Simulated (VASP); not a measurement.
# C in VASP: notebook, part 2 of 2

VASP 6.6.1. The steps go on from the part before.

## Step 3: Electric field gradients, r2SCAN

POSCAR

```
C
1.0
    2.4562499605      0.0000000000      0.0000000000
   -1.2281249802      2.1271748638      0.0000000000
    0.0000000000      0.0000000000     29.4918787000
C
12
Direct
    0.6666666667      0.3333333333      0.9983718000
    0.6666666667      0.3333333333      0.4983719100
    0.6666666667      0.3333333333      0.7327879500
    0.6666666667      0.3333333333      0.2327903300
    0.0000000000      0.0000000000      0.6158379900
    0.3333333333      0.6666666667      0.2327879500
    0.0000000000      0.0000000000      0.1158379900
    0.6666666667      0.3333333333      0.6158400100
    0.3333333333      0.6666666667      0.7327903300
    0.3333333333      0.6666666667      0.1158400100
    0.3333333333      0.6666666667      0.4983718000
    0.3333333333      0.6666666667      0.9983719100
```

INCAR.step1

```
SYSTEM = C
ALGO     = Normal         ! electronic algorithm
EDIFF    = 1E-4           ! SCF threshold, eV
ENCUT    = 520            ! plane-wave cutoff, eV
GGA      = PE             ! functional
ISMEAR   = -1             ! smearing method
LASPH    = .True.         ! aspherical terms in the spheres
LCHARG   = .False.        ! write CHGCAR
LREAL    = .False.        ! projectors in reciprocal space
LWAVE    = .True.         ! write WAVECAR
NBANDS   = 36             ! bands
NELM     = 100            ! most SCF steps
PREC     = Accurate       ! precision mode
SIGMA    = 0.05           ! smearing width, eV
```

INCAR.step2

```
SYSTEM = C
ALGO     = Normal         ! electronic algorithm
EDIFF    = 1E-8           ! SCF threshold, eV
ENCUT    = 520            ! plane-wave cutoff, eV
ISIF     = 2              ! what is computed and relaxed
ISMEAR   = -1             ! smearing method
ISTART   = 1            
LASPH    = .True.         ! aspherical terms in the spheres
LCHARG   = .False.        ! write CHGCAR
LEFG     = .True.       
LMIXTAU  = .True.       
LREAL    = .False.        ! projectors in reciprocal space
LWAVE    = .False.        ! write WAVECAR
METAGGA  = R2SCAN         ! meta-GGA
NBANDS   = 36             ! bands
NELM     = 100            ! most SCF steps
PREC     = Accurate       ! precision mode
SIGMA    = 0.05           ! smearing width, eV
```

KPOINTS

```
k-points
0
Gamma
  14 14 1
  0 0 0
```

Potentials or basis: VASP PAW PBE potentials, release 64 (C).

Run with:

```bash
> cat potpaw_PBE.64/C/POTCAR > POTCAR
> cp INCAR.step1 INCAR
> mpirun -np 1 vasp_std > vasp.out
> cp INCAR.step2 INCAR
> mpirun -np 1 vasp_std > vasp.out
```

OUTCAR:

```text
SYSTEM = C
   EDIFF = 1E-8
   ENCUT = 520
   ISIF = 2
   ISMEAR = -1
   ISTART = 1
   LASPH = .True.
   LREAL = .False.
   METAGGA = R2SCAN
   NELM = 100
   PREC = Accurate

 ion  position               nearest neighbor table
   1  0.667  0.333  0.998-  12 1.42  12 1.42  12 1.42
   2  0.667  0.333  0.498-  11 1.42  11 1.42  11 1.42
   3  0.667  0.333  0.733-   9 1.42   9 1.42   9 1.42
   4  0.667  0.333  0.233-   6 1.42   6 1.42   6 1.42
   5  0.000  0.000  0.616-   8 1.42   8 1.42   8 1.42
   6  0.333  0.667  0.233-   4 1.42   4 1.42   4 1.42
   7  0.000  0.000  0.116-  10 1.42  10 1.42  10 1.42
   8  0.667  0.333  0.616-   5 1.42   5 1.42   5 1.42
   9  0.333  0.667  0.733-   3 1.42   3 1.42   3 1.42
  10  0.333  0.667  0.116-   7 1.42   7 1.42   7 1.42
  11  0.333  0.667  0.498-   2 1.42   2 1.42   2 1.42
  12  0.333  0.667  0.998-   1 1.42   1 1.42   1 1.42

  LATTYP: Found a hexagonal cell.
 ALAT       =     2.4562499605
 C/A-ratio  =    12.0068719285

  Lattice vectors:

 A1 = (   2.4562499605,   0.0000000000,   0.0000000000)
 A2 = (  -1.2281249802,   2.1271748638,   0.0000000000)
 A3 = (   0.0000000000,   0.0000000000,  29.4918787000)

Analysis of symmetry for initial positions (statically):
[... 1184 lines left out ...]
   2     -16.365   -16.366    32.731    -0.001     0.000    -0.000
   3     -16.371   -16.372    32.743    -0.001     0.000    -0.000
   4     -15.941   -15.942    31.883    -0.001     0.000    -0.000
   5     -15.748   -15.748    31.496    -0.001    -0.000     0.000
   6     -16.371   -16.372    32.743    -0.001    -0.000     0.000
   7     -15.748   -15.748    31.496    -0.001     0.000    -0.000
   8     -16.604   -16.605    33.209    -0.001     0.000    -0.000
   9     -15.941   -15.942    31.883    -0.001    -0.000     0.000
  10     -16.604   -16.605    33.209    -0.001    -0.000     0.000
  11     -15.955   -15.955    31.910    -0.001    -0.000     0.000
  12     -16.365   -16.366    32.731    -0.001    -0.000     0.000
---------------------------------------------------------------------

 Electric field gradients after diagonalization (V/A^2)
 (convention: |V_zz| > |V_xx| > |V_yy|)
----------------------------------------------------------------------
 ion       V_xx      V_yy      V_zz     asymmetry (V_yy - V_xx)/ V_zz
----------------------------------------------------------------------
   1     -15.956   -15.954    31.910       0.000
   2     -16.366   -16.364    32.731       0.000
   3     -16.372   -16.371    32.743       0.000
   4     -15.942   -15.941    31.883       0.000
   5     -15.749   -15.747    31.496       0.000
   6     -16.372   -16.371    32.743       0.000
   7     -15.749   -15.747    31.496       0.000
   8     -16.605   -16.604    33.209       0.000
   9     -15.942   -15.941    31.883       0.000
  10     -16.605   -16.604    33.209       0.000
  11     -15.956   -15.954    31.910       0.000
  12     -16.366   -16.364    32.731       0.000
----------------------------------------------------------------------

           NMR quadrupolar parameters

 Cq : quadrupolar parameter    Cq=e*Q*V_zz/h
 eta: asymmetry parameters     (V_yy - V_xx)/ V_zz
 Q  : nuclear electric quadrupole moment in mb (millibarn)
----------------------------------------------------------------------
 ion       Cq(MHz)       eta       Q (mb)
----------------------------------------------------------------------
   1       0.077       0.000       1.000
   2       0.079       0.000       1.000
   3       0.079       0.000       1.000
   4       0.077       0.000       1.000
   5       0.076       0.000       1.000
   6       0.079       0.000       1.000
   7       0.076       0.000       1.000
   8       0.080       0.000       1.000
   9       0.077       0.000       1.000
  10       0.080       0.000       1.000
  11       0.077       0.000       1.000
  12       0.079       0.000       1.000
----------------------------------------------------------------------
```

OUTCAR.step1:

```text
SYSTEM = C
   EDIFF = 1E-4
   ENCUT = 520
   GGA = PE
   ISMEAR = -1
   LASPH = .True.
[... 1196 lines left out ...]
     -0.00000      1.41812      3.41634         0.000000      0.000000     -0.002993
     -0.00000      1.41812     14.69792        -0.000000      0.000000     -0.043430
     -0.00000      1.41812     29.44386         0.000000     -0.000000     -0.035191
 -----------------------------------------------------------------------------------
    total drift:                               -0.000000     -0.000000      0.000522

  FREE ENERGIE OF THE ION-ELECTRON SYSTEM (eV)
  ---------------------------------------------------
  free  energy   TOTEN  =      -110.6207408095 eV

  energy  without entropy=     -110.6207342512  energy(sigma->0) =     -110.62073753
```

OSZICAR.step1:

```text
N       E                     dE             d eps       ncg     rms          rms(c)
DAV:   1     0.242485917541E+03    0.24249E+03   -0.22711E+04  1728   0.118E+03
DAV:   2    -0.953603975364E+02   -0.33785E+03   -0.31854E+03  2332   0.269E+02
DAV:   3    -0.117699985152E+03   -0.22340E+02   -0.22091E+02  2172   0.686E+01
DAV:   4    -0.118183587214E+03   -0.48360E+00   -0.48271E+00  2288   0.116E+01
DAV:   5    -0.118198053320E+03   -0.14466E-01   -0.14457E-01  2300   0.181E+00    0.157E+01
DAV:   6    -0.112552753684E+03    0.56453E+01   -0.54183E+00  2060   0.940E+00    0.919E+00
DAV:   7    -0.110627997583E+03    0.19248E+01   -0.68955E+00  2084   0.106E+01    0.239E+00
DAV:   8    -0.110622706765E+03    0.52908E-02   -0.26366E-01  2036   0.208E+00    0.204E-01
DAV:   9    -0.110620559490E+03    0.21473E-02   -0.10551E-02  2264   0.461E-01    0.136E-01
DAV:  10    -0.110618313473E+03    0.22460E-02   -0.31179E-03  2116   0.252E-01    0.868E-02
DAV:  11    -0.110618617640E+03   -0.30417E-03   -0.14762E-03  2068   0.180E-01    0.428E-02
DAV:  12    -0.110620222340E+03   -0.16047E-02   -0.52168E-04  1712   0.135E-01    0.149E-02
DAV:  13    -0.110620662614E+03   -0.44027E-03   -0.13190E-04  1616   0.685E-02    0.993E-03
DAV:  14    -0.110620740810E+03   -0.78196E-04   -0.24274E-05  1304   0.287E-02
   1 F= -.11062074E+03 E0= -.11062074E+03  d E =-.655832E-05
```

Run time: 13 min. Hardware: 1 thread of Intel Xeon 6975P-C (Granite Rapids), shared host; peak memory 0.32 GiB.

Results:

| Item | Value |
| --- | --- |
| Free energy | -119.1944 eV |
| Largest force | 0.009 eV/Å |
| Band gap on the k mesh | 1.08 eV, direct |

Forces on the atoms (eV/Å):
```
C    0.000  0.000 -0.008
C    0.000  0.000 -0.006
C    0.000  0.000  0.009
C    0.000  0.000  0.009
C    0.000  0.000 -0.001
C    0.000  0.000  0.009
C    0.000  0.000 -0.001
C    0.000  0.000 -0.003
C    0.000  0.000  0.009
C    0.000  0.000 -0.003
C    0.000  0.000 -0.008
C    0.000  0.000 -0.006
```

Levels at points of the mesh, in eV from the valence-band top:
```csv
k point,band 20,band 21,band 22,band 23,band 24,band 25,band 26,band 27,band 28,band 29
"(0.00, 0.00, 0.00)",-2.71,-2.71,-2.71,-2.71,-2.71,4.03,4.21,4.78,5.47,5.92
"(0.50, 0.00, 0.00)",-2.27,-2.02,-2.02,-1.84,-1.84,2.12,2.12,2.30,2.30,2.59
```

Electric field gradients, principal values (V/Å²):
| atom | Vxx | Vyy | Vzz |
| --- | --- | --- | --- |
| 1 C | -15.954 | -15.956 | 31.910 |
| 2 C | -16.364 | -16.366 | 32.731 |
| 3 C | -16.371 | -16.372 | 32.743 |
| 4 C | -15.941 | -15.942 | 31.883 |
| 5 C | -15.747 | -15.749 | 31.496 |
| 6 C | -16.371 | -16.372 | 32.743 |
| 7 C | -15.747 | -15.749 | 31.496 |
| 8 C | -16.604 | -16.605 | 33.209 |
| 9 C | -15.941 | -15.942 | 31.883 |
| 10 C | -16.604 | -16.605 | 33.209 |
| 11 C | -15.954 | -15.956 | 31.910 |
| 12 C | -16.364 | -16.366 | 32.731 |

Caveat: the PAW data sets were made with another functional, which shifts forces and pressure a little. r2SCAN opens gaps a little over a GGA but as a rule still falls short of measured ones.
